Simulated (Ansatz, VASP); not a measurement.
**NaBeF3: VASP beside Ansatz**

```
Na Be F
1.0
     3.56893    0.00000    0.00000
     0.00000    3.56893    0.00000
     0.00000    0.00000    3.56893
Na Be F
1 1 3
Direct
  0.00000 0.00000 0.00000
  0.50000 0.50000 0.50000
  0.00000 0.50000 0.50000
  0.50000 0.00000 0.50000
  0.50000 0.50000 0.00000
```

Change from the starting cell: species swapped into the HoBRh3 type (Pm-3m, No. 221).

Alike in both runs: functional PBE; k mesh 6 × 6 × 6; occupations gaussian, width 0.1 eV; no spin polarisation.

Ansatz relaxed the structure, and its values are those at the end. VASP's run is a single point on that final structure, the one shown.

```csv
,VASP,Ansatz
version,VASP 6.6.1,Ansatz 0.2.0
potentials or method,"VASP PAW PBE potentials, release 64 (Na_pv, Be, F)","scalar-relativistic, plane waves, PAW"
plane-wave cutoff (eV),520,420
valence electrons in the cell,30,32
```

```tsv
	VASP	Ansatz	Ansatz less VASP
gap on the k mesh at the Fermi level (eV)	7.45	7.47	+0.024
least direct gap on the mesh (eV)	8.10	8.12	+0.021
pressure (GPa)	-0.2	0.0	+0.18
```

The two sets of potentials don't hold the same shells in valence.

A k mesh can miss the band edges.
